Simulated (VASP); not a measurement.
Input:

```
RhB
1.0
    0.00000     2.60962     2.60962
    2.60962     0.00000     2.60962
    2.60962     2.60962     0.00000
Rh B
1 1
Cartesian
  0.00000   0.00000   0.00000
  1.30481   1.30481   1.30481
```

Method: PBEsol GGA, VASP's PBE PAW potentials (set 64) (plane waves; VASP). Settings: 520 eV cut-off, 11×11×11 Γ-centred mesh, first-order Methfessel-Paxton smearing of 0.10 eV, potentials Rh_pv B.

Energy and stress use the plane-wave basis of the starting cell.

### Question
The ions, cell shape and volume are relaxed. Which structure does the run end with?

### Answer

```
RhB
1.0
    0.00000     2.30829     2.30829
    2.30829     0.00000     2.30829
    2.30829     2.30829     0.00000
Rh B
1 1
Cartesian
  0.00000   0.00000   0.00000
  1.15414   1.15414   1.15414
```
Space group F-43m (216), at a tolerance of 0.03 Å.

### Question
How do energy and volume change from the first to the last step?

### Answer
The energy (σ→0) changes by -791.1 meV/atom and the volume by -30.8 %, in 7 ionic steps.

The structure was generated: RhB was put into the zinc blende type (F-43m), which need not be its known phase. This run relaxes it. Symmetry was kept, so distortions that lower it aren't found.
